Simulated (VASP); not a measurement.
Here is the system:

```
Ru
1.0
    1.35500    -2.34693     0.00000
    1.35500     2.34693     0.00000
    0.00000     0.00000     4.28000
Ru
2
Direct
  0.33333   0.66667   0.25000
  0.66667   0.33333   0.75000
```

The numbers are results of PBEsol GGA, VASP's PBE PAW potentials (set 64) (plane waves; VASP 6.6.1), not measurements. Run with 400 eV cut-off, 14×14×8 Γ-centred mesh, first-order Methfessel-Paxton smearing of 0.10 eV, potentials Ru_pv.

Energy and stress use the plane-wave basis of the starting cell.

Q: The ions, cell shape and volume are relaxed. Which structure does the run end with?

A: 
```
Ru
1.0
    1.34498    -2.32958     0.00000
    1.34498     2.32958     0.00000
    0.00000     0.00000     4.24323
Ru
2
Direct
  0.33333   0.66667   0.25000
  0.66667   0.33333   0.75000
```
Space group P6_3/mmc (194), at a tolerance of 0.03 Å.

Q: How do energy and volume change from the first to the last step?

A: The energy (σ→0) changes by -8.1 meV/atom and the volume by -2.3 %, in 4 ionic steps.

The compound is Ru in the hcp structure. This run relaxes it. Symmetry was kept, so distortions that lower it aren't found.
